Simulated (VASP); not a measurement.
An input for Quantum ESPRESSO's pw.x (written as the equivalent of a VASP run, and not itself run):

```
&CONTROL
  calculation = 'scf'
  pseudo_dir = './pseudo'
  outdir = './out'
  tprnfor = .true.
  tstress = .true.
/
&SYSTEM
  ibrav = 0
  nat = 2
  ntyp = 2
  ecutwfc = 80
  occupations = 'smearing'
  smearing = 'gaussian'
  degauss = 0.003675
  input_dft = 'pbe'
/
&ELECTRONS
  conv_thr = 7.3e-08
  electron_maxstep = 100
/
ATOMIC_SPECIES
  In 114.818 In.upf
  Sb 121.760 Sb.upf
CELL_PARAMETERS angstrom
     0.0000000    3.3048000    3.3048000
     3.3048000    0.0000000    3.3048000
     3.3048000    3.3048000    0.0000000
ATOMIC_POSITIONS crystal
  In   0.0000000  0.0000000  0.0000000
  Sb   0.2500000  0.2500000  0.2500000
K_POINTS automatic
  5 5 5 0 0 0
```

Task: Translate this input to VASP (INCAR, KPOINTS, POSCAR, choice of POTCAR).

Result: One answer among several that fit: 
INCAR:
```
! general
SYSTEM   =  InSb
PREC     =  Accurate
ENCUT    =  400
LREAL    =  F
LASPH    =  T

! electronic loop
EDIFF    =  1E-6
NELM     =  100
ALGO     =  Normal
LMAXMIX  =  4

! smearing
ISMEAR   =  0
SIGMA    =  0.05

! functional
GGA      =  PE

! ions
ISIF     =  2

! output
LWAVE    =  F
LCHARG   =  F
```

**KPOINTS**
```
K-points
0
G
  5 5 5
0 0 0
```

### POSCAR
```
InSb
6.60960
  0.0000000000   0.5000000000   0.5000000000
  0.5000000000   0.0000000000   0.5000000000
  0.5000000000   0.5000000000   0.0000000000
In Sb
1 1
Direct
  0.0000000000   0.0000000000   0.0000000000
  0.2500000000   0.2500000000   0.2500000000
```

POTCAR, in this order: In_d Sb (PBE.64 set). Program: vasp_std.

What does not carry over: the potentials are each code's own (VASP's PAW set, PseudoDojo norm-conserving files in pw.x), so ENCUT and ecutwfc are chosen apart and not converted; conv_thr bounds pw.x's estimated SCF error, while EDIFF bounds the energy change between steps.

The compound is InSb in the zinc blende structure. The cell was not relaxed at this level. The k-mesh is coarse (spacing up to 0.33 per Å, 2π included), so the numbers may not be converged in it.
